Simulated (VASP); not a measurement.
A convergence study with VASP on CdS (zinc blende): one setting is varied, all else stays as given below, so the limit is that of these other settings. Each run relaxes cell and ions from the cell shown. The basis is that of the starting cell, so low cut-offs carry a Pulay error.

```
CELL_PARAMETERS angstrom
      0.00000     2.91000     2.91000
      2.91000     0.00000     2.91000
      2.91000     2.91000     0.00000
ATOMIC_POSITIONS crystal
  Cd 0.00000 0.00000 0.00000
  S  0.25000 0.25000 0.25000
```

The numbers are results of PBEsol GGA, VASP's PBE PAW potentials (set 64) (plane waves; VASP), not measurements. The tightest run used: 700 eV cut-off, 7×7×7 Γ-centred mesh, Gaussian smearing of 0.050 eV, potentials Cd S.

Gaps are read on the run's mesh, which can miss a band edge.

Problem. The settings run are ENCUT = 200; ENCUT = 250; ENCUT = 300; ENCUT = 350; ENCUT = 400; ENCUT = 450; ENCUT = 500; ENCUT = 550; ENCUT = 600; ENCUT = 650; ENCUT = 700. From which on does the relaxed volume stay within 0.1 Å³/atom of the tightest run?

Solution. From ENCUT = 450 on: it is off by 0.056 there and by no more than 0.1 in any finer run, while ENCUT = 400 is off by 0.161.
| setting | relaxed volume (Å³/atom) | E (eV/atom) | gap on the mesh (eV) | plane waves | difference judged (Å³/atom) |
|---|---|---|---|---|---|
| ENCUT = 200 | 20.170 | -3.8028 | 1.418 | 331 | 4.688 |
| ENCUT = 250 | 23.451 | -3.4091 | 1.115 | 459 | 1.407 |
| ENCUT = 300 | 24.792 | -3.4042 | 1.001 | 592 | 0.066 |
| ENCUT = 350 | 24.703 | -3.4049 | 1.012 | 748 | 0.155 |
| ENCUT = 400 | 24.698 | -3.4053 | 1.015 | 911 | 0.161 |
| ENCUT = 450 | 24.802 | -3.4060 | 1.008 | 1078 | 0.056 |
| ENCUT = 500 | 24.854 | -3.4064 | 1.004 | 1267 | 0.005 |
| ENCUT = 550 | 24.851 | -3.4064 | 1.004 | 1464 | 0.007 |
| ENCUT = 600 | 24.842 | -3.4065 | 1.005 | 1655 | 0.016 |
| ENCUT = 650 | 24.848 | -3.4066 | 1.005 | 1874 | 0.011 |
| ENCUT = 700 | 24.858 | -3.4067 | 1.004 | 2089 | 0.000 |

Left out are rungs that failed or repeat a setting and relaxations that didn't move; long series are thinned to 24 rows.

The compound is CdS in the zinc blende structure, a metastable form; wurtzite is the usual one.
